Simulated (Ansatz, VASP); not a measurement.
# Pb3Se2S: VASP beside Ansatz

One calculation is typed for both programs; each brings its own data sets. How far apart do they land? The cell is generated by rule, not measured, and may not be a known phase. The cell is taken from a series of runs on this material, whose earlier steps may have relaxed, scaled, displaced or heated it; both programs get it as it stands.

Method: plane waves, with VASP 6.6.1 beside it; relaxation of cell and atoms at LDA, in Ansatz 0.2.0.

The structure was built from a prototype and need not be the compound's stable phase.

## Step 1: Starting point

It takes space group I4/mmm (No. 139, tetragonal). The conventional cell has a = 4.229 Å, b = 4.229 Å, c = 17.925 Å, α = 90.00°, β = 90.00°, γ = 90.00°. Nearest to Pb lie 4 S at 2.99 Å and 2 Se at 3.00 Å. Nearest to Pb lie 1 S at 2.92 Å and 5 Se at 2.99 to 3.04 Å. Nearest to S lie 6 Pb at 2.92 to 2.99 Å. Nearest to Se lie 6 Pb at 2.99 to 3.04 Å. Farther neighbours and most contacts between anions are not listed.

## Step 2: Ansatz: relaxation of cell and atoms, LDA

Ansatz runs on its default PAW (the set named soft_2) files.

The relaxed volume is the usual yardstick between codes: in a stiff, nearly cubic crystal its relative difference is about their pressure difference at one cell divided by the bulk modulus.

Contents of input.yaml:

```yaml
crystal:
  lattice:
    - [2.9905505357, 2.9905505357, 0.0]
    - [-2.9905505357, 2.9905505357, 0.0]
    - [2.9905505357, 0.0, 8.9626033617]
  atoms:
    - { symbol: Pb, position: [0.0, 0.0, 0.0] }
    - { symbol: Pb, position: [0.336938652, 0.663061348, 0.326122696] }
    - { symbol: Pb, position: [0.663061348, 0.336938652, 0.673877304] }
    - { symbol: S, position: [0.5, 0.5, 0.0] }
    - { symbol: Se, position: [0.8327770992, 0.1672229008, 0.3344458017] }
    - { symbol: Se, position: [0.1672229008, 0.8327770992, 0.6655541983] }
kpoints:
  mp_grid: { grid: [8, 8, 8] }
hamiltonian:
  xc: lda
scf:
  occupations: { method: gaussian, width: 0.1 }
output:
  forces: true
  stress: true
  eigenvalues: true
relax:
  adjacent_minimum: "off"
  f_tol: 0.005
  max_steps: 80
  cell: { stress_tol: 0.05 }
```

Run with:

```console
$ ansatz run input.yaml --threads 8 --pin off --max-ram 14336MiB --backend cpu --events-out ev --progress --plain --runs-dir out
```

Numbers of over 12 decimals in the logs are rounded to 6 here.

The program printed:

```text
Engine: ansatz 0.2.0, x86_64-unknown-linux-gnu
Pseudopotentials: kind: paw
Pseudopotential: Pb, paw, valence charge 14, recommended cutoff 420 eV (normal), Pb.paw.azcp
Pseudopotential: S, paw, valence charge 6, recommended cutoff 420 eV (normal), S.paw.azcp
Pseudopotential: Se, paw, valence charge 16, recommended cutoff 420 eV (normal), Se.paw.azcp
Functional definition: SPW92
  exchange = slater_x
  correlation = pw_c
Crystal: 6 atoms, lattice volume = 160.312 Å³
Basis set: ecut = 420 eV, 3097 PW (Γ)
Bands: 48, of which v1, the nominal top of the filled ones, is band 40 counted from 1 (39 counted from 0)
Symmetry: 16 space group operations
Space group: I4/mmm (ITA 139), of the structure as read, at distance tolerance 5.4e-5 Å
k-points: 59 of 512
Non-local potential: Pb, projectors of the file, l = 0: 2, l = 1: 2, l = 2: 2, l = 3: 2
Non-local potential: S, projectors of the file, l = 0: 2, l = 1: 2, l = 2: 2
Non-local potential: Se, projectors of the file, l = 0: 2, l = 1: 2, l = 2: 3, l = 3: 1
PAW form: soft (Blöchl's): semilocal exchange-correlation on the pseudo side does not see the compensation charge
PAW frozen core: Pb, regenerated for the run's functional, and the local potential with it (the file was generated under x = pbe(κ = 0.804, μ = 0.219515), c = pbe(β = 0.066725))
PAW frozen core: S, regenerated for the run's functional, and the local potential with it (the file was generated under x = pbe(κ = 0.804, μ = 0.219515), c = pbe(β = 0.066725))
PAW frozen core: Se, regenerated for the run's functional, and the local potential with it (the file was generated under x = pbe(κ = 0.804, μ = 0.219515), c = pbe(β = 0.066725))
PAW one-centre angular grid: Pb, 590 points (default); XC on 64 Gauss nodes
PAW one-centre angular grid: S, 110 points (default); XC on 64 Gauss nodes
PAW one-centre angular grid: Se, 590 points (default); XC on 64 Gauss nodes
Initial density: superposition of atomic densities (neutral atoms: chi_scale 0, normalization atom), corrected by the library's trained network
Initial wavefunctions: pseudopotential atomic-orbital guess
Functional: x = slater, c = lda
SCF iter   1: F=—  HF=-46446.234241 eV  |F-HF|=—  |Δ(HF+E_count)|=         —  Δρ=4.93e-3  dr2=4.37e-2  ethr=1.77e-3  ⟨swp⟩=8.7  Hψ=12049  notcnv=0
preconditioner: auto → Kerker (q_TF=auto, 2.430 Å⁻¹)  [metal: Δε(μ)=0.005 eV  Ē_g=14.306 eV  σ=0.100 eV  W_gap=0.03  n_scr=42 (ndim 8)  ℏωp=22.7 eV  f_vac=0.009  D(μ)=0.19/eV (n_scr^D=0)]
SCF iter   2: F=—  HF=-46446.222102 eV  |F-HF|=—  |Δ(HF+E_count)|=   1.21e-2  Δρ=2.73e-3  dr2=1.17e-2  ethr=5.47e-5  ⟨swp⟩=1.1  Hψ=3311  notcnv=0  defer=1
SCF iter   3: F=—  HF=-46446.218714 eV  |F-HF|=—  |Δ(HF+E_count)|=   3.39e-3  Δρ=4.96e-4  dr2=8.29e-4  ethr=1.47e-5  ⟨swp⟩=2.7  Hψ=4454  notcnv=0  defer=1
SCF iter   4: F=—  HF=-46446.218585 eV  |F-HF|=—  |Δ(HF+E_count)|=   1.29e-4  Δρ=2.01e-4  dr2=2.11e-4  ethr=1.04e-6  ⟨swp⟩=2.0  Hψ=3382  notcnv=0  defer=1
SCF iter   5: F=—  HF=-46446.218553 eV  |F-HF|=—  |Δ(HF+E_count)|=   3.13e-5  Δρ=6.41e-5  dr2=4.71e-5  ethr=2.64e-7  ⟨swp⟩=2.0  Hψ=4959  notcnv=0  defer=1
SCF iter   6: F=—  HF=-46446.218548 eV  |F-HF|=—  |Δ(HF+E_count)|=   5.57e-6  Δρ=3.82e-5  dr2=2.89e-5  ethr=5.89e-8  ⟨swp⟩=2.0  Hψ=5046  notcnv=0  defer=1
SCF iter   7: F=—  HF=-46446.218540 eV  |F-HF|=—  |Δ(HF+E_count)|=   7.31e-6  Δρ=2.14e-5  dr2=4.79e-6  ethr=3.61e-8  ⟨swp⟩=2.4  Hψ=4963  notcnv=0  defer=1
SCF iter   8: F=—  HF=-46446.218539 eV  |F-HF|=—  |Δ(HF+E_count)|=   9.96e-7  Δρ=8.95e-6  dr2=1.46e-7  ethr=5.98e-9  ⟨swp⟩=2.0  Hψ=3152  notcnv=0  defer=1
SCF iter   9: F=-46446.218539 eV  HF=-46446.218539 eV  |F-HF|=4.80e-10  |Δ(HF+E_count)|=   1.22e-8  Δρ=1.54e-6  dr2=4.67e-9  ethr=1.25e-10  ⟨swp⟩=9.2  Hψ=12813  notcnv=0
SCF 1 converged in 9 iterations: F = -46446.218539 eV  dr2 = 4.67e-9
  greatest PAW one-centre occupation: 1.000 electrons in one spin orbital (limit 2), on the Se atom at site 5 (counted from 0), in its partial waves of l = 2
relax step   1: F+E_penalty+E_count = -46446.21853945 eV  Δ(F+E_penalty+E_count) = +0.000e0 eV  max|allowed force component| = 2.781e-3 eV/Å  Δτ_max = 0.0000 Å  P = -0.018 GPa  Ω = 160.312 Å³  (9 SCF iters, dr2 threshold 1.00e-7 eV, accepted)
Initial density: handed on by an earlier stage of this run
Initial wavefunctions: pseudopotential atomic-orbital guess (no wavefunctions were taken with the density)
iter 1 solved again at ethr=1.66e-7 eV; its pass at ethr=3.10e-3 eV (dr2=1.33e-4 eV) is discarded
SCF iter   1: F=—  HF=-46446.218541 eV  |F-HF|=—  |Δ(HF+E_count)|=         —  Δρ=1.61e-6  dr2=5.07e-9  ethr=1.66e-7  ⟨swp⟩=3.0  Hψ=19613  notcnv=0
eigensolver tolerance schedule: the retry pair's looser diagonalisation over-reported the residual by 26190.77 of it (diagonalisation noise at an unbounded share of the residual, at the tolerance the schedule requests for it); recorded, not acted on — ethr = c·dr2/N_el stays at c = 1.0e-1
preconditioner: auto → Kerker (q_TF=auto, 2.430 Å⁻¹)  [metal: Δε(μ)=0.029 eV  Ē_g=14.326 eV  σ=0.100 eV  W_gap=0.16  n_scr=42 (ndim 8)  ℏωp=22.7 eV  f_vac=0.007  D(μ)=0.18/eV (n_scr^D=0)]
SCF iter   2: F=—  HF=-46446.218539 eV  |F-HF|=—  |Δ(HF+E_count)|=   1.90e-6  Δρ=1.01e-6  dr2=2.29e-9  ethr=6.34e-12  ⟨swp⟩=3.4  Hψ=7504  notcnv=0
SCF iter   3: F=—  HF=-46446.218539 eV  |F-HF|=—  |Δ(HF+E_count)|=  6.48e-10  Δρ=6.91e-7  dr2=1.22e-9  ethr=2.87e-12  ⟨swp⟩=2.0  Hψ=5136  notcnv=0
SCF iter   4: F=—  HF=-46446.218539 eV  |F-HF|=—  |Δ(HF+E_count)|=  6.18e-10  Δρ=1.54e-7  dr2=1.62e-10  ethr=1.53e-12  ⟨swp⟩=2.1  Hψ=3294  notcnv=0
SCF iter   5: F=-46446.218539 eV  HF=-46446.218539 eV  |F-HF|=3.64e-11  |Δ(HF+E_count)|=  1.46e-11  Δρ=6.12e-8  dr2=4.84e-11  ethr=1.00e-12  ⟨swp⟩=5.5  Hψ=10749  notcnv=0
SCF 2 converged in 5 iterations: F = -46446.218539 eV  dr2 = 4.84e-11
relax step   2: F+E_penalty+E_count = -46446.21853945 eV  Δ(F+E_penalty+E_count) = -1.586e-9 eV  max|allowed force component| = 2.778e-3 eV/Å  Δτ_max = 0.0000 Å  P = -0.018 GPa  Ω = 160.312 Å³  stress off target by 2.19e-2 GPa  SCF on the basis re-selected at this cell (its energy is not comparable with the rows above)  (5 SCF iters)
basis re-selected at this cell: Δ(F+E_penalty+E_count) = -1.586e-9 eV, ΔP = +0.000 GPa vs the last step (what re-selecting the basis moved, of the pressure what is left beyond the Pulay correction that the steps carried, after the strain that the cell walked since its last selection, with what the two solves' SCF thresholds leave and, on support functions, any second-order correction that the steps lacked; it is no m [...]
SCF converged after 5 iterations
Free energy (F): -46446.218539 eV
Harris-Foulkes:  -46446.218539 eV  (|F-HF|=3.64e-11)
Internal energy: -46446.217619 eV  (E = F + TS)
E sigma→0 (E₀):  -46446.218079 eV
Entropy (-TS):   -0.000920 eV (-0.153 meV/atom)
Fermi energy:    9.225863 eV
--- Per-component energies (eV) ---
  E_band       = -895.436161
  E_kinetic    = 1211.662666
  E_local      = -8557.200611  (includes V_loc(G=0)·N_el)
  E_nonlocal   = -86.877429
  E_hartree    = 3901.616349
  E_xc         = -964.166520
  E_vxc        = -689.096439  (∫ρ·V_xc dr)
  E_paw        = -34523.907888  (= ΣΔE_a)
  E_vpaw       = -577.155598  (= ΣTr[D̂ρ^β])
  E_aug_tail   = -0.001213  (compensation charges beyond the density's cutoff)
  E_ewald      = -7431.697753
  E_core_change = 4.354781  (= ΣΔE_core)
  E_smearing   = -0.000920  (= −TS)
  E_closure    = 0.000000  (closes the sum)
  Σ components = -46446.218539   (vs F -46446.218539, Δ=0.00e0)
--- Forces (eV/Å), atoms counted from 1 ---
  atom   1  Pb     0.00000000    -0.00000000     0.00000000
  atom   2  Pb    -0.00000000     0.00000000    -0.00277829
  atom   3  Pb    -0.00000000     0.00000000     0.00277829
  atom   4  S     -0.00000000     0.00000000     0.00000000
  atom   5  Se     0.00000000     0.00000000    -0.00042125
  atom   6  Se     0.00000000     0.00000000     0.00042125
  max |Σ_I F_I| component: 5.42e-20 eV/Å
--- Stress (GPa, compression-positive) ---
       -0.021881       0.000000       0.000000
        0.000000      -0.021881       0.000000
        0.000000       0.000000      -0.010521
  P = ⅓ Tr σ = -0.0181 GPa (-0.181 kbar)
--- Band table (eV; the first three rows and the last of 59) ---
  k-point 0: bands = [... 36 lower, 5.9688, 7.0180, 7.0342, 7.0342, 12.8406, 13.0553, 13.0654, 13.2321, ... 4 higher]
  k-point 1: bands = [... 36 lower, 6.5449, 7.0069, 7.0069, 7.1470, 12.2077, 12.8887, 13.2809, 13.6362, ... 4 higher]
  k-point 2: bands = [... 36 lower, 6.9277, 6.9277, 7.2951, 7.5357, 11.4889, 12.7663, 12.7771, 13.5498, ... 4 higher]
  k-point 58: bands = [... 36 lower, 5.4546, 6.0920, 6.1685, 8.2507, 11.0087, 12.8384, 12.8384, 13.7782, ... 4 higher]
--- Relaxed structure (1 steps of the walk, 1 accepted, 1 SCFs on fresh bases) ---
  F+E_penalty+E_count = -46446.21853945 eV   max|allowed force component| = 2.778e-3 eV/Å   (the final SCF, on the basis selected at the relaxed cell)
  cell:  # Å, volume = 160.3122 Å³
    - [2.9905505357, 2.9905505357, 0.0]
    - [-2.9905505357, 2.9905505357, 0.0]
    - [2.9905505357, 0.0, 8.9626033617]
  atoms:
    - { symbol: Pb, position: [0.0, 0.0, 0.0] }
    - { symbol: Pb, position: [0.336938652, 0.663061348, 0.326122696] }
    - { symbol: Pb, position: [0.663061348, 0.336938652, 0.673877304] }
    - { symbol: S, position: [0.5, 0.5, 0.0] }
    - { symbol: Se, position: [0.83277709915, 0.16722290085, 0.3344458017] }
    - { symbol: Se, position: [0.167223, 0.832777, 0.6655541983] }
```

[end of part 1 of 2]

[Lines on the potential files, build, host, timing and source positions are cut from VASP's logs without a mark.]

[Logs are printed without paths, hosts, clocks, repeated set-up lines and the standing remarks that a program may print on its own settings, such as how far it seeks lower states.]

[Hosts, paths, dates, database ids (printed as entryN), source tags and the programs' standing remarks are cut or masked in the printed files.]
